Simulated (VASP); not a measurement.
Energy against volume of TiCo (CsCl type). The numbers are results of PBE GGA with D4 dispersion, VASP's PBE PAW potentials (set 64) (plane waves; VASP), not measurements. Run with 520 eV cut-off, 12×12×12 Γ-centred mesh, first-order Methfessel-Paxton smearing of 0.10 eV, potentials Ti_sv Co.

```json
[
 {"V (Å³/atom)": "12.058", "E (eV/atom)": "-8.10194"},
 {"V (Å³/atom)": "12.443", "E (eV/atom)": "-8.12399"},
 {"V (Å³/atom)": "12.828", "E (eV/atom)": "-8.13053"},
 {"V (Å³/atom)": "13.213", "E (eV/atom)": "-8.12378"}
]
```

**Question.** Fit these four points and predict the energy of the run at 13.598 Å³/atom.

**Answer.** A cubic in V^(−2/3), the third-order Birch-Murnaghan form, passes through the four points with V0 = 12.82 Å³/atom and B0 = 185 GPa, and gives -8.1056 eV/atom there. The run gave -8.1056 eV/atom, +0.0 meV/atom from the fit; all five points give B0 = 185 GPa.

The compound is TiCo in the CsCl type structure. It was relaxed first. The run is not spin-polarised, so no magnetic state was tried.
